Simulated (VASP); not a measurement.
**Ti8CN7: relaxation of cell and atoms with PBE**

Crystal: Ti8CN7.

```
Ti C N
1.0
     0.00000    4.25000    4.25000
     4.25000    0.00000    4.25000
     4.25000    4.25000    0.00000
Ti C N
8 1 7
Direct
  0.00000 0.00000 0.00000
  0.00000 0.00000 0.50000
  0.00000 0.50000 0.00000
  0.00000 0.50000 0.50000
  0.50000 0.00000 0.00000
  0.50000 0.00000 0.50000
  0.50000 0.50000 0.00000
  0.50000 0.50000 0.50000
  0.25000 0.25000 0.25000
  0.25000 0.25000 0.75000
  0.25000 0.75000 0.25000
  0.25000 0.75000 0.75000
  0.75000 0.25000 0.25000
  0.75000 0.25000 0.75000
  0.75000 0.75000 0.25000
  0.75000 0.75000 0.75000
```

The cell was built by a generator and needn't be a form met in nature.

```json
{"Program": "VASP 6.6.1", "Task": "relaxation of cell and atoms", "Functional": "PBE", "Potentials or basis": "VASP PAW PBE potentials, release 64 (Ti_sv, C, N)", "Cutoff": "600 eV", "k mesh": "6 × 6 × 6", "Occupations": "gaussian, width 0.1 eV", "Spin": "no spin polarisation", "Further INCAR settings": "ALGO = Normal; EDIFF = 1e-06; IBRION = 2; EDIFFG = -0.01; NSW = 40; ISIF = 3"}
```

```json
{
  "Relaxed volume": "9.66 Å³/atom",
  "Relaxed cell": "a = 6.025 Å, b = 6.025 Å, c = 6.025 Å, α = 60.00°, β = 60.00°, γ = 60.00°",
  "Space group after relaxing (to 0.05 Å)": "Fm-3m (No. 225)",
  "Energy gained by relaxing": "2.0 meV/atom",
  "Ionic steps": "5",
  "Pressure after relaxing": "-0.1 GPa",
  "Band gap on the k mesh": "none (metal or under the smearing width)"
}
```

The path:
```tsv
step	energy change (eV)	largest force (eV/Å)	pressure (GPa)	volume (Å³)
1	0.0000	0.3711	1.71	153.53
2	-0.0216	0.0974	-2.21	155.82
3	-0.0243	0.1686	-1.29	155.25
4	-0.0303	0.0902	0.39	154.36
5	-0.0317	0.0075	-0.09	154.63
```

Final structure:
```xyz
16
Lattice="0.0000 4.2601 4.2601 4.2601 0.0000 4.2601 4.2601 4.2601 0.0000" Properties=species:S:1:pos:R:3 pbc="T T T"
Ti    0.0000    0.0000    0.0000
Ti    2.1300    2.1300    0.0231
Ti    2.1300    0.0231    2.1300
Ti    4.2370    2.1300    2.1300
Ti    0.0231    2.1300    2.1300
Ti    2.1300    4.2370    2.1300
Ti    2.1300    2.1300    4.2370
Ti    4.2601    4.2601    4.2601
C     2.1300    2.1300    2.1300
N     4.2601    4.2601    2.1300
N     4.2601    2.1300    4.2601
N     6.3901    4.2601    4.2601
N     2.1300    4.2601    4.2601
N     4.2601    6.3901    4.2601
N     4.2601    4.2601    6.3901
N     6.3901    6.3901    6.3901
```

Levels at points of the mesh, in eV from the Fermi level:
```
           k point  band 64  band 65  band 66  band 67  band 68  band 69  band 70  band 71  band 72  band 73
(0.00, 0.00, 0.00)    -2.67    -1.37    -1.37    -1.37    -0.46    -0.46    -0.46     0.69     0.69     1.72
(0.50, 0.00, 0.00)    -3.35    -0.32    -0.32    -0.20    -0.10    -0.10     0.00     0.56     0.56     0.68
(0.50, 0.50, 0.00)    -2.53    -1.85    -1.77     0.93     0.93     1.06     1.06     1.10     1.10     1.14
```

Wall time 17 min on 1 thread of AMD EPYC 9R14 (Zen 4), with other jobs on the host, peak memory 0.42 GiB.
